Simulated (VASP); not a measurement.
Calculation: LDA (Ceperley-Alder, Perdew-Zunger), VASP's LDA PAW potentials (set 64) (plane waves; VASP 6.6.1).

VASP ran on this input.

### KPOINTS
```
Regular mesh
0
G
  10 10 5
```

INCAR:
```
# general
SYSTEM  = BN
PREC    = Accurate
ENCUT   = 620   # plane-wave cut-off (eV)
LREAL   = .FALSE.   # projection in real space or not
LASPH   = .TRUE.   # aspherical one-centre terms

# electronic loop
EDIFF   = 1E-6   # SCF stop (eV)
NELM    = 100   # most electronic steps
ALGO    = Normal   # blocked Davidson

# smearing
ISMEAR  = 0   # Gaussian
SIGMA   = 0.05   # width (eV)

# ions
IBRION  = 2   # conjugate gradients
NSW     = 40   # most ionic steps
ISIF    = 3   # ions, shape and volume
EDIFFG  = -0.02   # ionic stop
PSTRESS = 100

# output
LWAVE   = .FALSE.
LCHARG  = .FALSE.
```

### POSCAR
```
BN
1
    1.2572170458    -2.1775640122     0.0000000000
    1.2572170458     2.1775640122     0.0000000000
    0.0000000000     0.0000000000     4.1604187590
B N
2 2
Direct
  0.6666670000   0.3333330000   0.5002991748
  0.3333330000   0.6666670000   0.0002991748
  0.6666670000   0.3333330000   0.8747008252
  0.3333330000   0.6666670000   0.3747008252
```

POTCAR, in this order: B N (LDA.64 set). Program: vasp_std.

**Question.** What does the run give for the energy per atom (σ→0), volume per atom?

**Answer.** 
```json
{
 "energy per atom (σ→0)": "-9.686 eV/atom",
 "volume_per_atom": "5.63 Å^3/atom"
}
```

OSZICAR:
```
...
       N       E                     dE             d eps       ncg     rms          rms(c)
DAV:   1    -0.387514083418E+02   -0.32572E-01   -0.18592E-01  1160   0.490E+00    0.568E-01
DAV:   2    -0.387453458040E+02    0.60625E-02   -0.16423E-02  1236   0.125E+00    0.171E-01
DAV:   3    -0.387449581814E+02    0.38762E-03   -0.12302E-03  1228   0.315E-01    0.563E-02
DAV:   4    -0.387448740137E+02    0.84168E-04   -0.72726E-05  1176   0.807E-02    0.259E-02
DAV:   5    -0.387448612278E+02    0.12786E-04   -0.17376E-05  1212   0.367E-02    0.124E-02
DAV:   6    -0.387448608810E+02    0.34678E-06   -0.87491E-07   720   0.100E-02
   3 F= -.37339515E+02 E0= -.37339515E+02  d E =-.416662E-02
```

The compound is BN in the wurtzite structure, a metastable high-pressure form. This run relaxes it under an external pressure of 10 GPa. Symmetry was kept, so distortions that lower it aren't found.
